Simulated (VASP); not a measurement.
Here is the system:

```xyz
2
Lattice="0.0000 2.5848 2.5848 2.5848 0.0000 2.5848 2.5848 2.5848 0.0000" Properties=species:S:1:pos:R:3 pbc="T T T"
Be     0.0000     0.0000     0.0000
Se     1.2924     1.2924     1.2924
```

Calculation: optB86b-vdW, VASP's PBE PAW potentials (set 64) (plane waves; VASP 6.6.1). Run with 520 eV cut-off, 10×10×10 Γ-centred mesh, tetrahedra with Blöchl corrections, potentials Be Se.

Predict the energy per atom (σ→0), band gap (on the k-mesh) with the smallest direct gap where there is one.

| Item | Value |
|---|---|
| band gap (on the k-mesh) | 2.66 eV |
| smallest direct gap (on the k-mesh) | 4.27 eV |
| energy per atom (σ→0) | -3.463 eV/atom |

Total energies compare only between runs with the same potentials, cut-off and functional.

The compound is BeSe in the zinc blende structure. It was relaxed first.
